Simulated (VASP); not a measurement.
Input:

```
CELL_PARAMETERS angstrom
      0.00000     2.06450     2.06450
      2.06450     0.00000     2.06450
      2.06450     2.06450     0.00000
ATOMIC_POSITIONS crystal
  Ti 0.00000 0.00000 0.00000
  N  0.50000 0.50000 0.50000
```

Calculation: PBE GGA with D3 dispersion (zero damping), VASP's PBE PAW potentials (set 64) (plane waves; VASP). Settings: 520 eV cut-off, 15×15×15 Γ-centred mesh, first-order Methfessel-Paxton smearing of 0.10 eV, potentials Ti_sv N.

Task: Give the stress tensor in GPa (positive for a compressed cell).

Result: 
```
20.72   0.00   0.00
 0.00  20.72   0.00
 0.00   0.00  20.72
```
The pressure is its mean diagonal, 20.72 GPa.

The compound is TiN in the rock salt structure. This cell is one point of a volume scan, at 0.94 of the reference volume. The electron count is odd and the run is not spin-polarised, which forces a metal.
